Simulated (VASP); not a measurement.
Output of a VASP run:

### OUTCAR
```
 ion  position               nearest neighbor table
   1  0.000  0.238  0.667-   2 2.40   3 2.40
   2  0.762  0.762  0.000-   1 2.40   3 2.40
   3  0.238  0.000  0.333-   2 2.40   1 2.40
  LATTYP: Found a hexagonal cell.
 ALAT       =     4.1474009173
 C/A-ratio  =     1.2237491694
 Subroutine PRICEL returns:
 Original cell was already a primitive cell.
 Subroutine GETGRP returns: Found  6 space group operations
The static configuration has the point symmetry C_2 .
 The point group associated with its full space group is D_3 .
The dynamic configuration has the point symmetry C_2 .
 Subroutine INISYM returns: Found  6 space group operations
 Subroutine IBZKPT returns following result:
 Found     27 irreducible k-points:

 Following reciprocal coordinates:
            Coordinates               Weight
  0.000000  0.000000  0.000000      1.000000
  0.166667  0.000000  0.000000      6.000000
  0.333333 -0.000000  0.000000      6.000000
  0.500000 -0.000000  0.000000      3.000000
  0.166667  0.166667  0.000000      6.000000
  0.333333  0.166667  0.000000     12.000000
  0.333333  0.333333  0.000000      2.000000
  0.000000  0.000000  0.200000      2.000000
  0.166667  0.000000  0.200000      6.000000
  0.000000  0.166667  0.200000      6.000000
  0.333333 -0.000000  0.200000      6.000000
 -0.000000  0.333333  0.200000      6.000000
  0.500000 -0.000000  0.200000      6.000000
  0.166667  0.166667  0.200000     12.000000
  0.333333  0.166667  0.200000     12.000000
 -0.166667  0.500000  0.200000     12.000000
  0.333333  0.333333  0.200000      4.000000
  0.000000  0.000000  0.400000      2.000000
  0.166667  0.000000  0.400000      6.000000
  0.000000  0.166667  0.400000      6.000000
  0.333333 -0.000000  0.400000      6.000000
 -0.000000  0.333333  0.400000      6.000000
  0.500000 -0.000000  0.400000      6.000000
  0.166667  0.166667  0.400000     12.000000
  0.333333  0.166667  0.400000     12.000000
 -0.166667  0.500000  0.400000     12.000000
  0.333333  0.333333  0.400000      4.000000
   k-points           NKPTS =     27   k-points in BZ     NKDIM =     27   number of bands    NBANDS=     13
   number of dos      NEDOS =    301   number of ions     NIONS =      3
   total plane-waves  NPLWV =  40960
   dimension x,y,z NGX =    32 NGY =   32 NGZ =   40
   dimension x,y,z NGXF=    64 NGYF=   64 NGZF=   80
   ions per type =               3
   PREC   = accura    normal or accurate (medium, high low for compatibility)
   ISTART =      0    job   : 0-new  1-cont  2-samecut
   ICHARG =      2    charge: 1-file 2-atom 10-const
   ISPIN  =      1    spin polarized calculation?
   LNONCOLLINEAR =      F non collinear calculations
   LSORBIT =      F    spin-orbit coupling
   INIWAV =      1    electr: 0-lowe 1-rand  2-diag
   ENCUT  =  520.0 eV  38.22 Ry    6.18 a.u.   7.71  7.71  9.44*2*pi/ulx,y,z
   NELM   =    100;   NELMIN=  2; NELMDL= -5     # of ELM steps
   EDIFF  = 0.1E-06   stopping-criterion for ELM
   LREAL  =      F    real-space projection
   NLSPLINE    = F    spline interpolate recip. space projectors
   LMAXMIX     =    4 max onsite mixed and CHGCAR
   VOSKOWN=      0    Vosko Wilk Nusair interpolation
   EDIFFG = -.1E-01   stopping-criterion for IOM
   NSW    =     30    number of steps for IOM
   NBLOCK =      1;   KBLOCK =     30    inner block; outer block
   IBRION =      2    ionic relax: 0-MD 1-quasi-New 2-CG
   NFREE  =      1    steps in history (QN), initial steepest desc. (CG)
   ISIF   =      4    stress and relaxation
   ISYM   =      2    0-nonsym 1-usesym 2-fastsym
   TEIN   =    0.0    initial temperature
   TEBEG  =    0.0;   TEEND  =   0.0 temperature during run
   SMASS  =  -3.00    Nose mass-parameter (am)
   PSTRESS=    0.0 pullay stress
   NELECT =      18.0000    total number of electrons
   EFERMI =   0.00;   METHOD = LEGACY
   ISMEAR =     0;   SIGMA  =   0.05  broadening in eV -4-tet -1-fermi 0-gaus
...
```

**OSZICAR**
```
...
DAV:   5    -0.105049804749E+02   -0.42902E-03   -0.42900E-03   852   0.514E-01    0.707E+00
DAV:   6    -0.104555732046E+02    0.49407E-01   -0.36764E-02   792   0.142E+00    0.438E+00
DAV:   7    -0.104409699381E+02    0.14603E-01   -0.70776E-02   752   0.196E+00    0.191E-01
DAV:   8    -0.104401529548E+02    0.81698E-03   -0.10534E-02   732   0.738E-01    0.110E-01
DAV:   9    -0.104402477477E+02   -0.94793E-04   -0.31059E-04   897   0.138E-01    0.334E-02
DAV:  10    -0.104402758247E+02   -0.28077E-04   -0.49544E-05   762   0.561E-02    0.844E-03
DAV:  11    -0.104402783543E+02   -0.25296E-05   -0.10898E-05   807   0.228E-02    0.394E-03
DAV:  12    -0.104402778852E+02    0.46916E-06   -0.26002E-06   777   0.117E-02    0.244E-03
DAV:  13    -0.104402777880E+02    0.97219E-07   -0.40309E-07   832   0.406E-03
   1 F= -.11104933E+02 E0= -.11104933E+02  d E =-.111049E+02
       N       E                     dE             d eps       ncg     rms          rms(c)
DAV:   1    -0.104467703418E+02   -0.64925E-02   -0.56726E-01   702   0.463E+00    0.410E-01
DAV:   2    -0.104490819135E+02   -0.23116E-02   -0.27825E-02   837   0.111E+00    0.102E-01
DAV:   3    -0.104488651907E+02    0.21672E-03   -0.37112E-04   792   0.149E-01    0.580E-02
DAV:   4    -0.104488272771E+02    0.37914E-04   -0.25973E-04   762   0.106E-01    0.194E-02
DAV:   5    -0.104488279493E+02   -0.67222E-06   -0.34836E-05   742   0.420E-02    0.808E-03
DAV:   6    -0.104488275224E+02    0.42696E-06   -0.24222E-06   787   0.120E-02    0.311E-03
DAV:   7    -0.104488275131E+02    0.92423E-08   -0.21128E-07   714   0.384E-03
   2 F= -.11113118E+02 E0= -.11113118E+02  d E =-.818469E-02
       N       E                     dE             d eps       ncg     rms          rms(c)
DAV:   1    -0.104495697236E+02   -0.74220E-03   -0.27262E-01   702   0.321E+00    0.280E-01
DAV:   2    -0.104506938037E+02   -0.11241E-02   -0.13387E-02   827   0.771E-01    0.695E-02
DAV:   3    -0.104505921545E+02    0.10165E-03   -0.16994E-04   792   0.101E-01    0.395E-02
DAV:   4    -0.104505720727E+02    0.20082E-04   -0.12265E-04   767   0.731E-02    0.129E-02
DAV:   5    -0.104505719960E+02    0.76685E-07   -0.16643E-05   732   0.290E-02    0.557E-03
DAV:   6    -0.104505717343E+02    0.26169E-06   -0.11362E-06   787   0.822E-03    0.219E-03
DAV:   7    -0.104505717307E+02    0.36646E-08   -0.95058E-08   474   0.264E-03
   3 F= -.11114585E+02 E0= -.11114585E+02  d E =-.965223E-02
       N       E                     dE             d eps       ncg     rms          rms(c)
DAV:   1    -0.104505583682E+02    0.13366E-04   -0.63605E-04   702   0.155E-01    0.139E-02
DAV:   2    -0.104505614030E+02   -0.30349E-05   -0.30997E-05   822   0.371E-02    0.337E-03
DAV:   3    -0.104505614491E+02   -0.46107E-07   -0.38465E-07   782   0.483E-03
   4 F= -.11114589E+02 E0= -.11114589E+02  d E =-.965595E-02
       N       E                     dE             d eps       ncg     rms          rms(c)
DAV:   1    -0.104505628253E+02   -0.14223E-05   -0.27256E-03   707   0.321E-01    0.290E-02
DAV:   2    -0.104505465286E+02    0.16297E-04   -0.68453E-05   827   0.572E-02    0.152E-02
DAV:   3    -0.104505413798E+02    0.51488E-05   -0.16883E-05   772   0.271E-02    0.434E-03
DAV:   4    -0.104505416223E+02   -0.24255E-06   -0.18197E-06   782   0.942E-03    0.207E-03
DAV:   5    -0.104505416521E+02   -0.29781E-07   -0.47610E-08   371   0.173E-03
   5 F= -.11114646E+02 E0= -.11114646E+02  d E =-.572929E-04
```

### OUTCAR
```
------------------------ aborting loop because EDIFF is reached ----------------------------------------
 Edisp (eV)   -0.66410
  FORCE on cell =-STRESS in cart. coord.  units (eV):
  Direction    XX          YY          ZZ          XY          YZ          ZX
  --------------------------------------------------------------------------------------
  Total       0.25070     0.25070     0.29544     0.00000     0.00000     0.00000
  in kB       5.31268     5.31268     6.26069     0.00000     0.00000     0.00000
  external pressure =        5.63 kB  Pullay stress =        0.00 kB
  volume of cell :       75.61
      direct lattice vectors                 reciprocal lattice vectors
     2.064982384 -3.576654393  0.000000000     0.242132816 -0.139795447 -0.000000000
     2.064982384  3.576654393 -0.000000000     0.242132816  0.139795447  0.000000000
     0.000000000 -0.000000000  5.118324033     0.000000000  0.000000000  0.195376454
 POSITION                                       TOTAL-FORCE (eV/Angst)
 -----------------------------------------------------------------------------------
      2.56646     -2.70808      3.41222        -0.002483     -0.004301     -0.000000
      3.12702     -0.00000      0.00000         0.004966      0.000000     -0.000000
      2.56646      2.70808      1.70611        -0.002483      0.004301      0.000000
 -----------------------------------------------------------------------------------
    total drift:                               -0.000224     -0.000434      0.000010
  FREE ENERGIE OF THE ION-ELECTRON SYSTEM (eV)
  ---------------------------------------------------
  free  energy   TOTEN  =       -11.1146460641 eV

  energy  without entropy=      -11.1146460641  energy(sigma->0) =      -11.11464606

 reached required accuracy - stopping structural energy minimisation
```
(Selected blocks of OUTCAR.)

**POSCAR**
```
Se
1
    2.0737004641    -3.5917545509     0.0000000000
    2.0737004641     3.5917545509     0.0000000000
    0.0000000000     0.0000000000     5.0753784278
Se
3
Direct
  0.0000000000   0.2378257328   0.6666670000
  0.7621742672   0.7621742672   0.0000000000
  0.2378257328   0.0000000000   0.3333330000
```

Problem. Write an INCAR and KPOINTS that could have produced this output.

Solution. Several could match; the one computed here: the input of the run itself, PBE GGA with D3 dispersion (zero damping), plane waves, VASP's PBE PAW potentials (set 64).

### INCAR
```
# general
SYSTEM =Se
PREC   =Accurate
ENCUT  =520
LREAL  =.False.
LASPH  =.True.

# electronic loop
EDIFF  =1E-7
NELM   =100
ALGO   =Normal
LMAXMIX=4

# smearing
ISMEAR =0
SIGMA  =0.05

# functional
GGA    =PE
IVDW   =11

# ions
IBRION =2
NSW    =30
ISIF   =4
EDIFFG =-0.01

# output
LWAVE  =.False.
LCHARG =.False.
```

KPOINTS:
```
Automatic mesh
0
gamma
 6 6 5
```

POTCAR, in this order: Se (PBE.64 set). Program: vasp_std.

The compound is Se in the trig structure. This cell is one point of a volume scan, at 0.97 of the reference volume. Symmetry was kept, so distortions that lower it aren't found.
